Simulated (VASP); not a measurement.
# ZnCu2SnS4: U from linear response

Aim: the Hubbard U of ZnCu2SnS4 from the response of a shell to a shift of its potential. The start is a cell from a database of measured crystal structures.

Calculated with VASP 6.6.1; PBEsol, spin-polarised from an antiferromagnetic start; plane waves and PAW (Cu, Cu, Sn, Zn, S), in the first sound run; inputs show where later runs differ.

## (1) Starting point

It takes space group I-4 (No. 82, tetragonal). Conventional cell: a = 5.434 Å, b = 5.434 Å, c = 10.850 Å, α = 90.00°, β = 90.00°, γ = 90.00°. Cu has 4 S at 2.33 Å nearest. Nearest to Sn lie 4 S at 2.41 Å. Nearest to Zn lie 4 S at 2.33 Å. Nearest to S lie 1 Zn at 2.33 Å and 2 Cu at 2.33 Å and 1 Sn at 2.41 Å. Farther neighbours and most contacts between anions are not listed.

## (2) Ground state

The shifted atom is typed as a species of its own, and density and orbitals are saved as the common start.

INCAR reads:

```
SYSTEM = ZnCu2SnS4
PREC = Normal
ENCUT = 360
EDIFF = 1E-06
NELM = 150
ISMEAR = 0
SIGMA = 0.05
LREAL = .FALSE.
ALGO = Normal
GGA = PS
NBANDS = 40
ISPIN = 2
MAGMOM = 0.6 -0.6 0 0 0 0 0 0
LASPH = .TRUE.
LMAXMIX = 4
LORBIT = 11
LWAVE = .TRUE.
LCHARG = .TRUE.
KPAR = 2
AMIX = 0.2
BMIX = 1E-04
AMIX_MAG = 0.8
BMIX_MAG = 1E-04
```

POSCAR reads:

```
ZnCu2SnS4
1.0
   -2.7171000000      2.7171000000      5.4248000000
    2.7171000000     -2.7171000000      5.4248000000
    2.7171000000      2.7171000000     -5.4248000000
Cu Cu Sn Zn S
1 1 1 1 4
Direct
    0.7500000000      0.2500000000      0.5000000000
    0.0000000000      0.0000000000      0.0000000000
    0.5000000000      0.5000000000      0.0000000000
    0.2500000000      0.7500000000      0.5000000000
    0.6279900000      0.6283900000      0.5128000000
    0.8848100000      0.3720100000      0.0004000000
    0.1155900000      0.1151900000      0.4872000000
    0.3716100000      0.8844100000      0.9996000000
```

KPOINTS reads:

```
Automatic mesh
0
Gamma
4 4 4
0 0 0
```

Potentials, in the order of the species: Cu, Cu, Sn, Zn and S (PBE family, release 64).

The run is started by

```console
$ mpirun -np 2 vasp_std
```

What it wrote:

```text
[banner, memory and clock lines left out]
running    2 mpi-ranks, on    1 nodes
 distrk:  each k-point on    1 cores,    2 groups
 distr:  one band on    1 cores,    1 groups

 POSCAR found type information on POSCAR CuCuSnZnS
 POSCAR found :  5 types and       8 ions
|                                                                             |
|               ----> ADVICE to this user running VASP <----                  |
|                                                                             |
|     You enforced a specific xc type in the INCAR file but a different       |
|     [... a line on the potential file left out ...]
|     I HOPE YOU KNOW WHAT YOU ARE DOING!                                     |
|                                                                             |

 LDA part: xc-table for (Slater+PW92), standard interpolation
 POSCAR, INCAR and KPOINTS ok, starting setup
 FFT: planning ... GRIDC
 FFT: planning ... GRID_SOFT
 FFT: planning ... GRID
 WAVECAR not read
 entering main loop
       N       E                     dE             d eps       ncg     rms          rms(c)
DAV:   1     0.467223233902E+03    0.46722E+03   -0.21152E+04  2240   0.132E+03
DAV:   2     0.253999487709E+02   -0.44182E+03   -0.42070E+03  2320   0.340E+02
DAV:   3    -0.344350002697E+02   -0.59835E+02   -0.58145E+02  3040   0.141E+02
DAV:   4    -0.380402118339E+02   -0.36052E+01   -0.35778E+01  3272   0.361E+01
DAV:   5    -0.381687648917E+02   -0.12855E+00   -0.12846E+00  3128   0.606E+00    0.180E+01
DAV:   6    -0.363025009599E+02    0.18663E+01   -0.16037E+01  3704   0.637E+01    0.114E+01
DAV:   7    -0.358726140885E+02    0.42989E+00   -0.27840E+00  3936   0.304E+01    0.928E+00
DAV:   8    -0.357723239324E+02    0.10029E+00   -0.10216E+00  4144   0.143E+01    0.613E+00
DAV:   9    -0.357390514572E+02    0.33272E-01   -0.80716E-01  3176   0.173E+01    0.168E+00
DAV:  10    -0.357098947476E+02    0.29157E-01   -0.89454E-02  3576   0.615E+00    0.659E-01
DAV:  11    -0.357051015362E+02    0.47932E-02   -0.35405E-02  3600   0.284E+00    0.219E-01
DAV:  12    -0.357050722968E+02    0.29239E-04   -0.59452E-03  3696   0.690E-01    0.117E-01
DAV:  13    -0.357050683064E+02    0.39904E-05   -0.64085E-04  3344   0.261E-01    0.840E-02
DAV:  14    -0.357050790308E+02   -0.10724E-04   -0.87231E-05  3544   0.144E-01    0.528E-02
DAV:  15    -0.357050973429E+02   -0.18312E-04   -0.46751E-05  3312   0.593E-02    0.166E-02
DAV:  16    -0.357050944815E+02    0.28613E-05   -0.11964E-05  3560   0.615E-02    0.127E-02
DAV:  17    -0.357050947078E+02   -0.22625E-06   -0.40956E-06  2624   0.946E-03
   1 F= -.35705095E+02 E0= -.35705094E+02  d E =-.142827E-05  mag=     0.0000
 writing wavefunctions
```

The job ended after 72 s (2 MPI ranks of Intel Xeon Platinum 8259CL at 2.50GHz (Skylake/Cascade Lake), shared host; peak memory 0.51 GiB; 2.1 min of CPU time).

Lines that name or quote the potential files are left out of all logs, and their timing lines are given in words.

From OUTCAR (step 2):

```text
ion  position               nearest neighbor table
   1  0.750  0.250  0.500-   6 2.33   7 2.33   8 2.33   5 2.33
   2  0.000  0.000  0.000-   8 2.33   5 2.33   7 2.33   6 2.33
   3  0.500  0.500  0.000-   5 2.41   6 2.41   7 2.41   8 2.41
   4  0.250  0.750  0.500-   5 2.33   6 2.33   7 2.33   8 2.33
   5  0.628  0.628  0.513-   4 2.33   2 2.33   1 2.33   3 2.41
   6  0.885  0.372  0.000-   4 2.33   2 2.33   1 2.33   3 2.41
   7  0.116  0.115  0.487-   4 2.33   2 2.33   1 2.33   3 2.41
   8  0.372  0.884  1.000-   4 2.33   2 2.33   1 2.33   3 2.41

  LATTYP: Found a body centered tetragonal cell.
 ALAT       =     5.4342000000
 C/A-ratio  =     1.9965404291

 Subroutine GETGRP returns: Found  4 space group operations
 (whereof  4 operations were pure point group operations)

The static configuration has the point symmetry S_4 .

 Found     14 irreducible k-points:

   k-points           NKPTS =     14   k-points in BZ     NKDIM =     14   number of bands    NBANDS=     40

   dimension x,y,z NGX =    32 NGY =   32 NGZ =   32
   dimension x,y,z NGXF=    64 NGYF=   64 NGZF=   64

   ENCUT  =  360.0 eV  26.46 Ry    5.14 a.u.  10.28 10.28 10.28*2*pi/ulx,y,z

   NELECT =      62.0000    total number of electrons

 k-points in reciprocal lattice and weights: Automatic mesh
   0.00000000  0.00000000  0.00000000       0.016
   0.25000000 -0.00000000  0.00000000       0.125
   0.50000000 -0.00000000  0.00000000       0.062
   0.25000000  0.25000000  0.00000000       0.125
   0.50000000  0.25000000  0.00000000       0.125
   0.50000000 -0.25000000 -0.25000000       0.125
  -0.25000000  0.25000000  0.00000000       0.062
   0.50000000  0.50000000  0.00000000       0.031
   0.25000000  0.25000000  0.25000000       0.031
[...]
-0.25000000 -0.25000000  0.25000000       0.031
   0.50000000  0.50000000  0.50000000       0.016

 average (electrostatic) potential at core
       1 -65.7659       2 -65.7953       3 -45.4618       4 -34.8576       5 -87.6883
       6 -87.6883       7 -87.6883       8 -87.6883

 E-fermi :   4.4164

 spin component 1
 k-point     1 :       0.0000    0.0000    0.0000
  band No.  band energies     occupation
    ...
     27       2.7439      1.00000
     28       2.8968      1.00000
     29       4.2084      1.00000
     30       4.2084      1.00000
     31       4.2897      0.99983
     32       4.5432      0.00017
     33       6.2373      0.00000
     34       7.1391      0.00000
     35       8.0559      0.00000
     36       8.0560      0.00000
    ...

 k-point     2 :       0.2500   -0.0000    0.0000
  band No.  band energies     occupation
    ...
     27       2.9018      1.00000
     28       3.0101      1.00000
     29       3.4309      1.00000
     30       3.7785      1.00000
     31       4.0783      1.00000
     32       5.6162      0.00000
     33       7.1156      0.00000
     34       7.2748      0.00000
     35       7.6838      0.00000
     36       7.9686      0.00000
    ...

 k-point     3 :       0.5000   -0.0000    0.0000
  band No.  band energies     occupation
    ...
     27       3.0447      1.00000
     28       3.1580      1.00000
     29       3.2194      1.00000
     30       3.2784      1.00000
     31       3.8007      1.00000
     32       6.0700      0.00000
     33       7.4236      0.00000
     34       7.5585      0.00000
     35       8.5022      0.00000
     36       8.5932      0.00000
    ...

 k-point     4 :       0.2500    0.2500    0.0000
  band No.  band energies     occupation
    ...
     27       2.9618      1.00000
     28       3.0663      1.00000
     29       3.3003      1.00000
     30       3.8947      1.00000
     31       3.9101      1.00000
     32       5.4846      0.00000
     33       6.9634      0.00000
     34       7.2689      0.00000
     35       7.4336      0.00000
     36       8.2554      0.00000
    ...

 k-point     5 :       0.5000    0.2500    0.0000
  band No.  band energies     occupation
    ...
     27       3.0327      1.00000
     28       3.1855      1.00000
     29       3.4311      1.00000
     30       3.6352      1.00000
     31       3.7270      1.00000
     32       5.6742      0.00000
     33       7.1599      0.00000
     34       7.6273      0.00000
     35       8.0580      0.00000
     36       8.5180      0.00000
    ...

 k-point     6 :       0.5000   -0.2500   -0.2500
  band No.  band energies     occupation
    ...
     27       3.0982      1.00000
     28       3.2763      1.00000
     29       3.3534      1.00000
     30       3.6180      1.00000
     31       3.7208      1.00000
     32       5.6588      0.00000
     33       7.1690      0.00000
     34       7.5979      0.00000
     35       8.0859      0.00000
     36       8.6046      0.00000
    ...

  Total       -1.4884337     -1.4884337     -1.5961997      0.0000001      0.0000000     -0.0000000
  in kB      -14.8862430    -14.8862430    -15.9640415      0.0000006      0.0000000     -0.0000000
  external PRESSURE =     -15.2455092 kB  Pullay stress =       0.0000000 kB

  energy-cutoff  :      360.00
  volume of cell :      160.20
      direct lattice vectors                 reciprocal lattice vectors
    -2.717100000  2.717100000  5.424800000     0.000000000  0.184019727  0.092169297
     2.717100000 -2.717100000  5.424800000     0.184019727  0.000000000  0.092169297
     2.717100000  2.717100000 -5.424800000     0.184019727  0.184019727  0.000000000

 POSITION                                       TOTAL-FORCE (eV/Angst)
 -----------------------------------------------------------------------------------
      0.00000      2.71710      2.71240        -0.000000     -0.000000     -0.000000
      0.00000      0.00000      0.00000        -0.000000      0.000000     -0.000000
      0.00000      0.00000      5.42480        -0.000000      0.000000     -0.000000
      2.71710      0.00000      2.71240        -0.000000     -0.000000     -0.000000
      1.39442      1.39224      4.03377         0.183555      0.595118     -0.230605
     -1.39224      1.39442      6.81583        -0.595118      0.183555      0.230605
      1.32268      1.32486     -1.39103        -0.183555     -0.595118     -0.230605
      4.10934      1.32268      1.39103         0.595118     -0.183555      0.230605
 -----------------------------------------------------------------------------------
    total drift:                                0.000223      0.000222      0.000235

  FREE ENERGIE OF THE ION-ELECTRON SYSTEM (eV)
  ---------------------------------------------------
  free  energy   TOTEN  =       -35.7050947078 eV

  energy  without entropy=      -35.7050932795  energy(sigma->0) =      -35.70509399

 total charge
# of ion       s       p       d       tot
------------------------------------------
    1        0.359   0.349   9.261   9.969
    2        0.360   0.349   9.260   9.969
    3        1.324   1.699   0.347   3.371
    4        0.536   0.489   9.795  10.820
    5        1.321   2.363   0.000   3.684
    6        1.321   2.363   0.000   3.684
    7        1.321   2.363   0.000   3.684
    8        1.321   2.363   0.000   3.684
--------------------------------------------------
tot          7.865  12.336  28.664  48.865

 magnetization (x)
# of ion       s       p       d       tot
------------------------------------------
    1       -0.000  -0.000  -0.000  -0.000
    2        0.000   0.000   0.000   0.000
    3        0.000  -0.000  -0.000  -0.000
    4        0.000   0.000   0.000   0.000
    5       -0.000  -0.000   0.000  -0.000
    6       -0.000  -0.000   0.000  -0.000
    7       -0.000  -0.000   0.000  -0.000
    8       -0.000  -0.000   0.000  -0.000
--------------------------------------------------
tot          0.000  -0.000  -0.000  -0.000

[... 6 further parts left out ...]
```

The gap is read on the k-mesh alone, so it is an upper bound where the band edges lie off the mesh. The PAW data sets were made with PBE, which is usual practice but a small mismatch for other functionals. The data set Sn keeps the semicore shell frozen, which is cheaper and a little less accurate.

Numbers from this step:

```yaml
electronic_cycles: 17
electrons: 62
free_energy_toten: -35.71 eV
fermi_energy: 4.416 eV
labelled_metallic_from_the_levels_on_this_mesh: no
gap_on_the_k_mesh: 0.2535 eV
least_direct_gap_on_the_k_mesh: 0.2535 eV
```

The spin moment in the PAW sphere vanishes on all atoms.

Force by atom:

| atom | x (eV/Å) | y (eV/Å) | z (eV/Å) | size |
| --- | --- | --- | --- | --- |
| Cu1 | 0.000 | 0.000 | 0.000 | 0.000 |
| Cu2 | 0.000 | 0.000 | 0.000 | 0.000 |
| Sn3 | 0.000 | 0.000 | 0.000 | 0.000 |
| Zn4 | 0.000 | 0.000 | 0.000 | 0.000 |
| S5 | 0.184 | 0.595 | -0.231 | 0.664 |
| S6 | -0.595 | 0.184 | 0.231 | 0.664 |
| S7 | -0.184 | -0.595 | -0.231 | 0.664 |
| S8 | 0.595 | -0.184 | 0.231 | 0.664 |

The moments of the start collapsed, so the response belongs to a non-magnetic state; other starts were not tried.

## (3) Shifted potential, frozen density, alpha -0.2

This step: PBEsol, with a shift of one shell's potential, spin-polarised from an antiferromagnetic start; plane waves and PAW (Cu, Cu, Sn, Zn, S) (VASP 6.6.1).

With the density held, the shell's charge shows the bare response.

INCAR, as its differences from that of step 2:

```diff
@@ -16,4 +16,4 @@
 LORBIT = 11
-LWAVE = .TRUE.
-LCHARG = .TRUE.
+LWAVE = .FALSE.
+LCHARG = .FALSE.
 KPAR = 2
@@ -23 +23,7 @@
 BMIX_MAG = 1E-04
+LDAU = .TRUE.
+LDAUTYPE = 3
+LDAUL = 2 -1 -1 -1 -1
+LDAUU = -0.2 0 0 0 0
+LDAUJ = -0.2 0 0 0 0
+ICHARG = 11
```

POSCAR is that of step 2.

KPOINTS is that of step 2.

The run starts from files that an earlier step left in the folder.

The run is started by

```console
$ mpirun -np 2 vasp_std
```

What it wrote:

```text
[banner, memory and clock lines left out]
running    2 mpi-ranks, on    1 nodes
 distrk:  each k-point on    1 cores,    2 groups
 distr:  one band on    1 cores,    1 groups

 POSCAR found type information on POSCAR CuCuSnZnS
 POSCAR found :  5 types and       8 ions
 [... a notice as in an earlier step ...]

 LDA part: xc-table for (Slater+PW92), standard interpolation
 found WAVECAR, reading the header
 WARNING: stress and forces are not correct
 POSCAR, INCAR and KPOINTS ok, starting setup
 FFT: planning ... GRIDC
 FFT: planning ... GRID_SOFT
 FFT: planning ... GRID
 reading WAVECAR
 the WAVECAR file was read successfully
 charge density read from file: CHGCAR, ZnCu2SnS4
magnetization read from file: component  1
 entering main loop
       N       E                     dE             d eps       ncg     rms          rms(c)
DAV:   1    -0.338518772755E+02   -0.33852E+02   -0.12381E-02  3968   0.398E+00
DAV:   2    -0.338523731522E+02   -0.49588E-03   -0.49588E-03  2592   0.330E-01
DAV:   3    -0.338523781753E+02   -0.50231E-05   -0.50234E-05  3328   0.434E-02
DAV:   4    -0.338523782277E+02   -0.52374E-07   -0.52009E-07  1784   0.436E-03
   1 F= -.33852378E+02 E0= -.33852371E+02  d E =-.141555E-04  mag=     0.0000
```

The job ended after 19 s (2 MPI ranks; peak memory 0.49 GiB).

OUTCAR, selected parts (step 3):

```text
The static configuration has the point symmetry S_4 .

 Found     14 irreducible k-points:

   NELECT =      62.0000    total number of electrons

 E-fermi :   4.4428

 spin component 1
 k-point     1 :       0.0000    0.0000    0.0000
  band No.  band energies     occupation
    ...
     27       2.8328      1.00000
     28       2.9660      1.00000
     29       4.2608      1.00000
     30       4.2609      1.00000
     31       4.3411      0.99798
     32       4.5444      0.00202
     33       6.2484      0.00000
     34       7.1468      0.00000
     35       8.0590      0.00000
     36       8.0590      0.00000
    ...

 k-point     2 :       0.2500   -0.0000    0.0000
  band No.  band energies     occupation
    ...
     27       3.0017      1.00000
     28       3.0600      1.00000
     29       3.5102      1.00000
     30       3.8397      1.00000
     31       4.1341      1.00000
     32       5.6216      0.00000
     33       7.1225      0.00000
     34       7.2804      0.00000
     35       7.6873      0.00000
     36       7.9729      0.00000
    ...

 k-point     3 :       0.5000   -0.0000    0.0000
  band No.  band energies     occupation
    ...
     27       3.0845      1.00000
     28       3.2639      1.00000
     29       3.2943      1.00000
     30       3.3674      1.00000
     31       3.8645      1.00000
     32       6.0758      0.00000
     33       7.4257      0.00000
     34       7.5634      0.00000
     35       8.5055      0.00000
     36       8.5946      0.00000
    ...

 k-point     4 :       0.2500    0.2500    0.0000
  band No.  band energies     occupation
    ...
     27       3.0449      1.00000
     28       3.1211      1.00000
     29       3.3887      1.00000
     30       3.9539      1.00000
     31       3.9693      1.00000
     32       5.4895      0.00000
     33       6.9698      0.00000
     34       7.2741      0.00000
     35       7.4375      0.00000
     36       8.2576      0.00000
    ...

  Total       -5.4906529     -5.4906529     -5.6004805      0.0000000      0.0000000      0.0000000
  in kB      -54.9135610    -54.9135610    -56.0119771      0.0000004      0.0000000      0.0000000
  external PRESSURE =     -55.2796997 kB  Pullay stress =       0.0000000 kB

 POSITION                                       TOTAL-FORCE (eV/Angst)
 -----------------------------------------------------------------------------------
      0.00000      2.71710      2.71240         0.000000     -0.000000     -0.000000
      0.00000      0.00000      0.00000         0.000000     -0.000000     -0.000000
      0.00000      0.00000      5.42480         0.000000     -0.000000     -0.000000
      2.71710      0.00000      2.71240         0.000000     -0.000000     -0.000000
      1.39442      1.39224      4.03377         0.175065      0.612976     -0.250903
     -1.39224      1.39442      6.81583        -0.612976      0.175065      0.250903
      1.32268      1.32486     -1.39103        -0.175065     -0.612976     -0.250903
      4.10934      1.32268      1.39103         0.612976     -0.175065      0.250903
 -----------------------------------------------------------------------------------
    total drift:                                0.000222      0.000222      0.000235

  FREE ENERGIE OF THE ION-ELECTRON SYSTEM (eV)
  ---------------------------------------------------
  free  energy   TOTEN  =       -33.8523782277 eV

  energy  without entropy=      -33.8523640722  energy(sigma->0) =      -33.85237115

 total charge
# of ion       s       p       d       tot
------------------------------------------
    1        0.359   0.350   9.224   9.933
    2        0.360   0.349   9.262   9.971
    3        1.327   1.701   0.348   3.376
    4        0.537   0.489   9.795  10.821
    5        1.322   2.363   0.000   3.685
    6        1.322   2.363   0.000   3.685
    7        1.322   2.363   0.000   3.685
    8        1.322   2.363   0.000   3.685
--------------------------------------------------
tot          7.869  12.340  28.629  48.839

 magnetization (x)
# of ion       s       p       d       tot
------------------------------------------
    1        0.000   0.000  -0.000  -0.000
    2       -0.000  -0.000   0.000   0.000
    3        0.000  -0.000  -0.000   0.000
    4       -0.000  -0.000   0.000  -0.000
    5        0.000   0.000   0.000   0.000
    6        0.000   0.000   0.000   0.000
    7        0.000   0.000   0.000   0.000
    8        0.000   0.000   0.000   0.000
--------------------------------------------------
tot          0.000   0.000  -0.000   0.000

[... 8 parts as in an earlier step ...]

[... 6 further parts left out ...]
```

Numbers from this step:

```yaml
electronic_cycles: 4
free_energy_toten: -33.85 eV
fermi_energy: 4.443 eV
gap_on_the_k_mesh: 0.2033 eV
least_direct_gap_on_the_k_mesh: 0.2033 eV
```

Energy at zero smearing: -33.85237 eV.

(Part 1 of 3 ends here.)

[Lines on the potential files, build, host, timing and source positions are cut from VASP's logs without a mark.]

[Logs are printed without paths, hosts, clocks, repeated set-up lines and the standing remarks that a program may print on its own settings, such as how far it seeks lower states.]

[Hosts, paths, dates, database ids (printed as entryN), source tags and the programs' standing remarks are cut or masked in the printed files.]

[In band tables of VASP the shares of atoms and orbitals are scaled to a sum of 1 inside the atoms' spheres.]

[Runs that stopped without an error message from VASP are left out.]
